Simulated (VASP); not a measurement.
# CrO2: magnetic orders

Is CrO2 a ferromagnet or an antiferromagnet at this level? The start is a cell from a database of measured crystal structures.

Method: r2SCAN, DFT+U (Cr d 4 eV), spin-polarised, from parallel moments; plane waves and PAW (Cr_pv, O), in the first sound run; inputs show where later runs differ, in VASP 6.6.1.

### 1. The structure

Symmetry: P4_2/mnm, No. 136, tetragonal system. Conventional cell: a = 4.421 Å, b = 4.421 Å, c = 2.917 Å, α = 90.00°, β = 90.00°, γ = 90.00°. Cr has 6 O at 1.88 to 1.92 Å nearest. O has 3 Cr at 1.88 to 1.92 Å nearest. Farther neighbours and most contacts between anions are not listed.

### 2. Magnetic order, start order fm, signs ++

Each run starts from other signs of the moments at the same geometry and cutoff; gentle mixing helps it keep them. Any wave vector in a name is a fraction of the reciprocal vectors of the first cell as typed.

The input, INCAR:

```
SYSTEM = CrO2
PREC = Accurate
ENCUT = 480
EDIFF = 1E-06
NELM = 150
ISMEAR = 0
SIGMA = 0.05
LREAL = .FALSE.
ALGO = Normal
METAGGA = R2SCAN
LASPH = .TRUE.
NBANDS = 33
ISPIN = 2
MAGMOM = 3 3 0 0 0 0
LDAU = .TRUE.
LDAUTYPE = 2
LDAUL = 2 -1
LDAUU = 4 0
LDAUJ = 0 0
LDAUPRINT = 1
LMAXMIX = 4
LORBIT = 11
LWAVE = .FALSE.
LCHARG = .TRUE.
KPAR = 2
AMIX = 0.2
BMIX = 1E-04
AMIX_MAG = 0.8
BMIX_MAG = 1E-04
```

The input, POSCAR:

```
CrO2
1.0
    4.4210000000      0.0000000000      0.0000000000
    0.0000000000      4.4210000000      0.0000000000
    0.0000000000      0.0000000000      2.9170000000
Cr O
2 4
Direct
    0.5000000000      0.5000000000      0.5000000000
    0.0000000000      0.0000000000      0.0000000000
    0.8010000000      0.1990000000      0.5000000000
    0.6990000000      0.6990000000      0.0000000000
    0.1990000000      0.8010000000      0.5000000000
    0.3010000000      0.3010000000      0.0000000000
```

The input, KPOINTS:

```
Automatic mesh
0
Gamma
4 4 6
0 0 0
```

Potentials, in the order of the species: Cr_pv and O (PBE family, release 64).

On the command line:

```console
$ mpirun -np 2 vasp_std
```

Output:

```text
[banner, memory and clock lines left out]
running    2 mpi-ranks, on    1 nodes
 distrk:  each k-point on    1 cores,    2 groups
 distr:  one band on    1 cores,    1 groups

 POSCAR found type information on POSCAR CrO
 POSCAR found :  2 types and       6 ions
|                                                                             |
|               ----> ADVICE to this user running VASP <----                  |
|                                                                             |
|     You enforced a specific xc type in the INCAR file but a different       |
|     [... a line on the potential file left out ...]
|     I HOPE YOU KNOW WHAT YOU ARE DOING!                                     |
|                                                                             |

 LDA part: xc-table for (None), standard interpolation
 POSCAR, INCAR and KPOINTS ok, starting setup
 FFT: planning ... GRIDC
 FFT: planning ... GRID_SOFT
 FFT: planning ... GRID
 WAVECAR not read
 entering main loop
       N       E                     dE             d eps       ncg     rms          rms(c)
DAV:   1     0.574951867923E+03    0.57495E+03   -0.25801E+04  3168   0.158E+03
DAV:   2    -0.343506486516E+02   -0.60930E+03   -0.57209E+03  3484   0.488E+02
DAV:   3    -0.873113930162E+02   -0.52961E+02   -0.51584E+02  3411   0.155E+02
DAV:   4    -0.885598534642E+02   -0.12485E+01   -0.12432E+01  3939   0.227E+01
DAV:   5    -0.885948390532E+02   -0.34986E-01   -0.34928E-01  4100   0.336E+00    0.433E+01
DAV:   6    -0.602034775532E+02    0.28391E+02   -0.26017E+01  3888   0.559E+01    0.202E+01
DAV:   7    -0.608979728717E+02   -0.69450E+00   -0.10781E+01  4029   0.305E+01    0.161E+01
DAV:   8    -0.607614224563E+02    0.13655E+00   -0.20434E+00  3588   0.146E+01    0.136E+01
DAV:   9    -0.613238229331E+02   -0.56240E+00   -0.10688E+00  4159   0.101E+01    0.234E+02
DAV:  10    -0.614098752819E+02   -0.86052E-01   -0.18149E-01  3637   0.225E+00    0.227E+02
DAV:  11    -0.616468097754E+02   -0.23693E+00   -0.11167E-01  4068   0.227E+00    0.289E+02
DAV:  12    -0.609460563364E+02    0.70075E+00   -0.20022E+00  4167   0.107E+01    0.167E+02
DAV:  13    -0.608692580714E+02    0.76798E-01   -0.42834E-01  4073   0.515E+00    0.897E+00
DAV:  14    -0.609167626071E+02   -0.47505E-01   -0.71348E-02  3650   0.191E+00    0.794E+00
DAV:  15    -0.609563797596E+02   -0.39617E-01   -0.16389E-01  3791   0.209E+00    0.689E+00
DAV:  16    -0.609703254942E+02   -0.13946E-01   -0.12980E-01  3731   0.177E+00    0.647E+00
DAV:  17    -0.609621580921E+02    0.81674E-02   -0.12029E-02  3917   0.915E-01    0.612E+00
DAV:  18    -0.609618399782E+02    0.31811E-03   -0.13015E-02  3736   0.616E-01    0.598E+00
DAV:  19    -0.609618103403E+02    0.29638E-04   -0.15717E-03  3745   0.222E-01    0.593E+00
DAV:  20    -0.609618058148E+02    0.45256E-05   -0.13364E-03  3759   0.277E-01    0.591E+00
DAV:  21    -0.609618575256E+02   -0.51711E-04   -0.86464E-05  3320   0.685E-02    0.593E+00
DAV:  22    -0.609618890343E+02   -0.31509E-04   -0.10876E-05  3500   0.190E-02    0.596E+00
DAV:  23    -0.609621174990E+02   -0.22846E-03   -0.99771E-04  3756   0.298E-01    0.630E+00
DAV:  24    -0.609623255560E+02   -0.20806E-03   -0.10630E-03  4106   0.202E-01    0.671E+00
DAV:  25    -0.609624582464E+02   -0.13269E-03   -0.15427E-04  3627   0.914E-02    0.690E+00
DAV:  26    -0.609624683237E+02   -0.10077E-04   -0.14677E-05  3230   0.259E-02    0.693E+00
DAV:  27    -0.609624412428E+02    0.27081E-04   -0.13253E-05  3540   0.261E-02    0.696E+00
DAV:  28    -0.609624493144E+02   -0.80716E-05   -0.77907E-06  2979   0.173E-02    0.703E+00
DAV:  29    -0.609623862034E+02    0.63111E-04   -0.79299E-05  3819   0.578E-02    0.667E+00
DAV:  30    -0.609623635262E+02    0.22677E-04   -0.55658E-06  2977   0.165E-02    0.658E+00
DAV:  31    -0.609623171851E+02    0.46341E-04   -0.92754E-06  3333   0.182E-02    0.631E+00
DAV:  32    -0.609622372491E+02    0.79936E-04   -0.73145E-06  3636   0.229E-02    0.576E+00
DAV:  33    -0.609621889571E+02    0.48292E-04   -0.25126E-06  3212   0.130E-02    0.541E+00
DAV:  34    -0.609621386077E+02    0.50349E-04   -0.19535E-06  3219   0.158E-02    0.499E+00
DAV:  35    -0.609620416195E+02    0.96988E-04   -0.85280E-06  3689   0.240E-02    0.421E+00
DAV:  36    -0.609620147249E+02    0.26895E-04   -0.20001E-06  2950   0.100E-02    0.392E+00
DAV:  37    -0.609618880940E+02    0.12663E-03   -0.33652E-05  3824   0.345E-02    0.286E+00
DAV:  38    -0.609618663706E+02    0.21723E-04   -0.52077E-06  3489   0.180E-02    0.254E+00
DAV:  39    -0.609617504398E+02    0.11593E-03   -0.80736E-05  3762   0.513E-02    0.129E+00
DAV:  40    -0.609617338034E+02    0.16636E-04   -0.35847E-05  4124   0.432E-02    0.765E-01
DAV:  41    -0.609617177717E+02    0.16032E-04   -0.13741E-05  3515   0.215E-02    0.392E-01
DAV:  42    -0.609617133251E+02    0.44466E-05   -0.83902E-06  3547   0.189E-02    0.140E-01
DAV:  43    -0.609617116620E+02    0.16631E-05   -0.36265E-06  3069   0.109E-02    0.305E-02
DAV:  44    -0.609617113946E+02    0.26742E-06   -0.13782E-06  1922   0.683E-03
   1 F= -.60961711E+02 E0= -.60960933E+02  d E =-.155613E-02  mag=     4.0000
```

The job ended after 2.4 min (2 MPI ranks of Intel Xeon 6975P-C (Granite Rapids), shared host; peak memory 0.43 GiB; 4.7 min of CPU time).

The logs omit lines about the potential files and the build; timing stands in the text.

OUTCAR, selected parts (step 2):

```text
ion  position               nearest neighbor table
   1  0.500  0.500  0.500-   3 1.88   5 1.88   4 1.92   6 1.92   4 1.92   6 1.92
   2  0.000  0.000  0.000-   4 1.88   6 1.88   5 1.92   3 1.92   3 1.92   5 1.92
   3  0.801  0.199  0.500-   1 1.88   2 1.92   2 1.92
   4  0.699  0.699  0.000-   2 1.88   1 1.92   1 1.92
   5  0.199  0.801  0.500-   1 1.88   2 1.92   2 1.92
   6  0.301  0.301  0.000-   2 1.88   1 1.92   1 1.92

  LATTYP: Found a simple tetragonal cell.
 ALAT       =     4.4210000000
 C/A-ratio  =     0.6598054739

 Subroutine GETGRP returns: Found 16 space group operations
 (whereof  8 operations were pure point group operations)

The static configuration has the point symmetry D_2h.
 The point group associated with its full space group is D_4h.

 Found     24 irreducible k-points:

   k-points           NKPTS =     24   k-points in BZ     NKDIM =     24   number of bands    NBANDS=     33

   dimension x,y,z NGX =    32 NGY =   32 NGZ =   24
   dimension x,y,z NGXF=    64 NGYF=   64 NGZF=   48

   ENCUT  =  480.0 eV  35.28 Ry    5.94 a.u.   7.90  7.90  5.21*2*pi/ulx,y,z

   NELECT =      48.0000    total number of electrons

 k-points in reciprocal lattice and weights: Automatic mesh
   0.00000000  0.00000000  0.00000000       0.010
   0.25000000  0.00000000  0.00000000       0.042
   0.50000000  0.00000000  0.00000000       0.021
   0.25000000  0.25000000  0.00000000       0.042
   0.50000000  0.25000000  0.00000000       0.042
   0.50000000  0.50000000  0.00000000       0.010
   0.00000000  0.00000000  0.16666667       0.021
   0.25000000  0.00000000  0.16666667       0.083
   0.50000000  0.00000000  0.16666667       0.042
[...]
0.50000000  0.25000000  0.50000000       0.042
   0.50000000  0.50000000  0.50000000       0.010

atom =   1  type =  1  l = 2

 onsite density matrix

spin component  1

  0.5951  0.0000 -0.2561  0.0000 -0.0000
  0.0000  0.6378  0.0000 -0.2674  0.0000
 -0.2561  0.0000  0.7795  0.0000 -0.0000
  0.0000 -0.2674  0.0000  0.6378  0.0000
 -0.0000  0.0000 -0.0000  0.0000  0.5391

spin component  2

  0.2173  0.0000  0.1088  0.0000 -0.0000
  0.0000  0.1725  0.0000  0.1051  0.0000
  0.1088  0.0000  0.1240  0.0000 -0.0000
  0.0000  0.1051  0.0000  0.1725  0.0000
 -0.0000  0.0000 -0.0000  0.0000  0.0763

 occupancies and eigenvectors

  o =  0.0523  v =  0.0000  0.0000  0.0000  0.0000  0.0000 -0.5504  0.0000  0.8349  0.0000  0.0000      0.0000  0.0000  0.0000  0.0000  0.0000  0.0000  0.0000  0.0000  0.0000  0.0000
  o =  0.0673  v =  0.0000  0.0000  0.0000  0.0000  0.0000  0.0000 -0.7071  0.0000  0.7071  0.0000      0.0000  0.0000  0.0000  0.0000  0.0000  0.0000  0.0000  0.0000  0.0000  0.0000
  o =  0.0763  v =  0.0000  0.0000  0.0000  0.0000  0.0000 -0.0000 -0.0000  0.0000  0.0000 -1.0000      0.0000  0.0000  0.0000  0.0000  0.0000  0.0000  0.0000  0.0000  0.0000  0.0000
  o =  0.2776  v =  0.0000  0.0000  0.0000  0.0000  0.0000  0.0000 -0.7071  0.0000 -0.7071  0.0000      0.0000  0.0000  0.0000  0.0000  0.0000  0.0000  0.0000  0.0000  0.0000  0.0000
  o =  0.2891  v =  0.0000  0.0000  0.0000  0.0000  0.0000 -0.8349  0.0000 -0.5504  0.0000  0.0000      0.0000  0.0000  0.0000  0.0000  0.0000  0.0000  0.0000  0.0000  0.0000  0.0000
  o =  0.3704  v =  0.0000 -0.7071  0.0000 -0.7071  0.0000  0.0000  0.0000  0.0000  0.0000  0.0000      0.0000  0.0000  0.0000  0.0000  0.0000  0.0000  0.0000  0.0000  0.0000  0.0000
  o =  0.4152  v = -0.8182 -0.0000 -0.5750  0.0000 -0.0000  0.0000  0.0000  0.0000  0.0000  0.0000      0.0000  0.0000  0.0000  0.0000  0.0000  0.0000  0.0000  0.0000  0.0000  0.0000
  o =  0.5391  v = -0.0000  0.0000 -0.0000  0.0000  1.0000  0.0000  0.0000  0.0000  0.0000  0.0000      0.0000  0.0000  0.0000  0.0000  0.0000  0.0000  0.0000  0.0000  0.0000  0.0000
  o =  0.9052  v =  0.0000  0.7071  0.0000 -0.7071 -0.0000  0.0000  0.0000  0.0000  0.0000  0.0000      0.0000  0.0000  0.0000  0.0000  0.0000  0.0000  0.0000  0.0000  0.0000  0.0000
  o =  0.9595  v = -0.5750 -0.0000  0.8182  0.0000 -0.0000  0.0000  0.0000  0.0000  0.0000  0.0000      0.0000  0.0000  0.0000  0.0000  0.0000  0.0000  0.0000  0.0000  0.0000  0.0000

atom =   2  type =  1  l = 2

 onsite density matrix

spin component  1

  0.5951  0.0000  0.2561  0.0000 -0.0000
  0.0000  0.6378  0.0000  0.2674  0.0000
  0.2561  0.0000  0.7795  0.0000 -0.0000
  0.0000  0.2674  0.0000  0.6378  0.0000
 -0.0000  0.0000 -0.0000  0.0000  0.5391

spin component  2

  0.2173  0.0000 -0.1088  0.0000 -0.0000
  0.0000  0.1725  0.0000 -0.1051  0.0000
 -0.1088  0.0000  0.1240  0.0000 -0.0000
  0.0000 -0.1051  0.0000  0.1725  0.0000
 -0.0000  0.0000 -0.0000  0.0000  0.0763

 occupancies and eigenvectors

  o =  0.0523  v =  0.0000  0.0000  0.0000  0.0000  0.0000 -0.5504 -0.0000 -0.8349  0.0000 -0.0000      0.0000  0.0000  0.0000  0.0000  0.0000  0.0000  0.0000  0.0000  0.0000  0.0000
  o =  0.0673  v =  0.0000  0.0000  0.0000  0.0000  0.0000  0.0000 -0.7071 -0.0000 -0.7071  0.0000      0.0000  0.0000  0.0000  0.0000  0.0000  0.0000  0.0000  0.0000  0.0000  0.0000
  o =  0.0763  v =  0.0000  0.0000  0.0000  0.0000  0.0000 -0.0000  0.0000 -0.0000  0.0000  1.0000      0.0000  0.0000  0.0000  0.0000  0.0000  0.0000  0.0000  0.0000  0.0000  0.0000
  o =  0.2776  v =  0.0000  0.0000  0.0000  0.0000  0.0000  0.0000  0.7071  0.0000 -0.7071 -0.0000      0.0000  0.0000  0.0000  0.0000  0.0000  0.0000  0.0000  0.0000  0.0000  0.0000
  o =  0.2891  v =  0.0000  0.0000  0.0000  0.0000  0.0000 -0.8349 -0.0000  0.5504  0.0000 -0.0000      0.0000  0.0000  0.0000  0.0000  0.0000  0.0000  0.0000  0.0000  0.0000  0.0000
  o =  0.3704  v = -0.0000  0.7071  0.0000 -0.7071  0.0000  0.0000  0.0000  0.0000  0.0000  0.0000      0.0000  0.0000  0.0000  0.0000  0.0000  0.0000  0.0000  0.0000  0.0000  0.0000
  o =  0.4152  v =  0.8182  0.0000 -0.5750 -0.0000 -0.0000  0.0000  0.0000  0.0000  0.0000  0.0000      0.0000  0.0000  0.0000  0.0000  0.0000  0.0000  0.0000  0.0000  0.0000  0.0000
  o =  0.5391  v = -0.0000  0.0000  0.0000 -0.0000 -1.0000  0.0000  0.0000  0.0000  0.0000  0.0000      0.0000  0.0000  0.0000  0.0000  0.0000  0.0000  0.0000  0.0000  0.0000  0.0000
  o =  0.9052  v =  0.0000 -0.7071  0.0000 -0.7071  0.0000  0.0000  0.0000  0.0000  0.0000  0.0000      0.0000  0.0000  0.0000  0.0000  0.0000  0.0000  0.0000  0.0000  0.0000  0.0000
  o =  0.9595  v = -0.5750 -0.0000 -0.8182 -0.0000  0.0000  0.0000  0.0000  0.0000  0.0000  0.0000      0.0000  0.0000  0.0000  0.0000  0.0000  0.0000  0.0000  0.0000  0.0000  0.0000

 average (electrostatic) potential at core
       1 -76.8166       2 -76.8166       3 -73.2999       4 -73.2999       5 -73.2999
       6 -73.2999

 E-fermi :   4.9712

 spin component 1
 k-point     1 :       0.0000    0.0000    0.0000
  band No.  band energies     occupation
    ...
     22       2.4677      1.00000
     23       3.6071      1.00000
     24       3.8912      1.00000
     25       4.5004      1.00000
     26       4.5004      1.00000
     27       5.2221      0.00000
     28       5.4169      0.00000
     29       5.4399      0.00000
     30       6.3198      0.00000
     31       6.9129      0.00000
    ...

 k-point     2 :       0.2500    0.0000    0.0000
  band No.  band energies     occupation
    ...
     22       3.0402      1.00000
     23       3.1969      1.00000
     24       4.1095      1.00000
     25       4.1247      1.00000
     26       4.6455      1.00000
     27       5.0525      0.01073
     28       5.4301      0.00000
     29       5.4438      0.00000
     30       6.0820      0.00000
     31       7.8148      0.00000
    ...

 k-point     3 :       0.5000    0.0000    0.0000
  band No.  band energies     occupation
    ...
     22       2.8398      1.00000
     23       3.9721      1.00000
     24       3.9721      1.00000
     25       4.2184      1.00000
     26       4.2184      1.00000
     27       5.4330      0.00000
     28       5.4330      0.00000
     29       5.5196      0.00000
     30       5.5196      0.00000
     31       9.2512      0.00000
    ...

 k-point     4 :       0.2500    0.2500    0.0000
  band No.  band energies     occupation
    ...
     22       2.8709      1.00000
     23       2.9199      1.00000
     24       3.3018      1.00000
     25       4.1136      1.00000
     26       4.4293      1.00000
     27       5.4220      0.00000
     28       5.4419      0.00000
     29       5.5440      0.00000
     30       6.1758      0.00000
     31       7.9892      0.00000
    ...

 k-point     5 :       0.5000    0.2500    0.0000
  band No.  band energies     occupation
    ...
     22       2.6231      1.00000
     23       3.6068      1.00000
     24       3.6068      1.00000
     25       3.6110      1.00000
     26       3.6110      1.00000
     27       5.4318      0.00000
     28       5.4318      0.00000
     29       6.0009      0.00000
     30       6.0009      0.00000
     31       8.8913      0.00000
    ...

 k-point     6 :       0.5000    0.5000    0.0000
  band No.  band energies     occupation
    ...
     22       2.3710      1.00000
     23       2.9743      1.00000
     24       2.9743      1.00000
     25       3.4453      1.00000
     26       3.4453      1.00000
     27       5.4225      0.00000
     28       5.4225      0.00000
     29       6.2701      0.00000
     30       6.2701      0.00000
     31       8.5235      0.00000
    ...

  Total        2.5254708      2.5254708      4.1642207      0.0000000      0.0000000      0.0000000
  in kB       70.9701085     70.9701085    117.0218236      0.0000000      0.0000000      0.0000000
  external PRESSURE =      86.3206802 kB  Pullay stress =       0.0000000 kB

  energy-cutoff  :      480.00
  volume of cell :       57.01
      direct lattice vectors                 reciprocal lattice vectors
     4.421000000  0.000000000  0.000000000     0.226193169  0.000000000  0.000000000
     0.000000000  4.421000000  0.000000000     0.000000000  0.226193169  0.000000000
     0.000000000  0.000000000  2.917000000     0.000000000  0.000000000  0.342817964

 POSITION                                       TOTAL-FORCE (eV/Angst)
 -----------------------------------------------------------------------------------
      2.21050      2.21050      1.45850         0.000000     -0.000000      0.000000
      0.00000      0.00000      0.00000         0.000000     -0.000000      0.000000
      3.54122      0.87978      1.45850        -0.066736      0.066736      0.000000
      3.09028      3.09028      0.00000         0.066736      0.066736      0.000000
      0.87978      3.54122      1.45850         0.066736     -0.066736     -0.000000
      1.33072      1.33072      0.00000        -0.066736     -0.066736     -0.000000
 -----------------------------------------------------------------------------------
    total drift:                                0.000000     -0.000000     -0.000000

  FREE ENERGIE OF THE ION-ELECTRON SYSTEM (eV)
  ---------------------------------------------------
  free  energy   TOTEN  =       -60.9617113946 eV

  energy  without entropy=      -60.9601552691  energy(sigma->0) =      -60.96093333

 total charge
# of ion       s       p       d       tot
------------------------------------------
    1        0.626   6.466   3.916  11.008
    2        0.626   6.466   3.916  11.008
    3        1.582   3.509   0.000   5.091
    4        1.582   3.509   0.000   5.091
    5        1.582   3.509   0.000   5.091
    6        1.582   3.509   0.000   5.091
--------------------------------------------------
tot          7.580  26.968   7.831  42.378

 magnetization (x)
# of ion       s       p       d       tot
------------------------------------------
    1        0.131   0.039   2.423   2.594
    2        0.131   0.039   2.423   2.594
    3       -0.007  -0.233   0.000  -0.240
    4       -0.007  -0.233   0.000  -0.240
    5       -0.007  -0.233   0.000  -0.240
    6       -0.007  -0.233   0.000  -0.240
--------------------------------------------------
tot          0.235  -0.854   4.847   4.228

[... 6 further parts left out ...]
```

The magnetic state follows from one typed start and may not be the lowest. The k-mesh is coarse for a metal. The PAW data sets were made with PBE, which is usual practice but a small mismatch for other functionals.

Numbers from this step:

```yaml
electronic_cycles: 44
electrons: 48
free_energy_toten: -60.9617 eV
energy_at_zero_smearing: -60.9609 eV
fermi_energy: 4.971 eV
moment_of_the_cell_from_the_last_line_of_the_log: 4 μB
labelled_metallic_from_the_levels_on_this_mesh: yes
```

Spin moment in the PAW sphere by atom:

| atom | spin moment in the PAW sphere (μB) |
| --- | --- |
| Cr1 | 2.59 |
| Cr2 | 2.59 |
| O3 | -0.24 |
| O4 | -0.24 |
| O5 | -0.24 |
| O6 | -0.24 |

Force by atom:

| atom | x (eV/Å) | y (eV/Å) | z (eV/Å) | size |
| --- | --- | --- | --- | --- |
| Cr1 | 0.0000 | 0.0000 | 0.0000 | 0.0000 |
| Cr2 | 0.0000 | 0.0000 | 0.0000 | 0.0000 |
| O3 | -0.0667 | 0.0667 | 0.0000 | 0.0944 |
| O4 | 0.0667 | 0.0667 | 0.0000 | 0.0944 |
| O5 | 0.0667 | -0.0667 | 0.0000 | 0.0944 |
| O6 | -0.0667 | -0.0667 | 0.0000 | 0.0944 |

Spin density in the ab plane at fractional z = 0.000, with atoms of Cr and O within 0.2 Å of it.

Values in e/Å³, 14 rows by 14 columns, each cell a mean:
```
 2.4  1.7  0.6  0.1  0.0  0.0  0.0  0.0  0.0  0.0  0.0  0.1  0.4  1.5
 1.1  0.8  0.3  0.1  0.0  0.0  0.0  0.0  0.0 -0.1  0.0  0.0  0.1  0.4
 0.2  0.2  0.1  0.0  0.0  0.0  0.0  0.0 -0.1 -0.3 -0.2  0.0  0.0  0.1
 0.0  0.0  0.0  0.0  0.0  0.0  0.0  0.0 -0.2 -0.5 -0.4 -0.2  0.0  0.0
 0.0  0.0  0.0  0.0  0.0  0.0  0.0  0.0 -0.1 -0.3 -0.5 -0.3 -0.1  0.0
 0.0  0.0  0.0  0.0  0.0  0.0  0.0  0.0  0.0 -0.1 -0.2 -0.1  0.0  0.0
 0.0  0.0  0.0  0.0  0.0  0.0  0.0  0.0  0.0  0.0  0.0  0.0  0.0  0.0
 0.0  0.0  0.0 -0.1 -0.1  0.0  0.0  0.0  0.0  0.0  0.0  0.0  0.0  0.0
 0.0  0.0 -0.1 -0.4 -0.4 -0.2  0.0  0.0  0.0  0.0  0.0  0.0  0.0  0.0
 0.0  0.0 -0.1 -0.3 -0.4 -0.4 -0.1  0.0  0.0  0.0  0.0  0.0  0.0  0.0
 0.1  0.0  0.0 -0.1 -0.3 -0.4 -0.1  0.0  0.0  0.0  0.0  0.0  0.1  0.1
 0.5  0.1  0.0  0.0 -0.1 -0.1  0.0  0.0  0.0  0.0  0.0  0.1  0.3  0.6
 1.7  0.7  0.1  0.0  0.0  0.0  0.0  0.0  0.0  0.0  0.0  0.2  0.8  1.7
 3.0  1.7  0.5  0.1  0.0  0.0  0.0  0.0  0.0  0.0  0.0  0.2  1.1  2.4
```
Columns run along a (4.4 Å), rows up along b (4.4 Å). Atoms in or near the plane, at fractional coordinates: Cr at (0.00, 0.00), O at (0.70, 0.70), O at (0.30, 0.30).

[end of part 1 of 3]

[Lines on the potential files, build, host, timing and source positions are cut from VASP's logs without a mark.]

[Logs are printed without paths, hosts, clocks, repeated set-up lines and the standing remarks that a program may print on its own settings, such as how far it seeks lower states.]

[Hosts, paths, dates, database ids (printed as entryN), source tags and the programs' standing remarks are cut or masked in the printed files.]

[In band tables of VASP the shares of atoms and orbitals are scaled to a sum of 1 inside the atoms' spheres.]

[Runs that stopped without an error message from VASP are left out.]
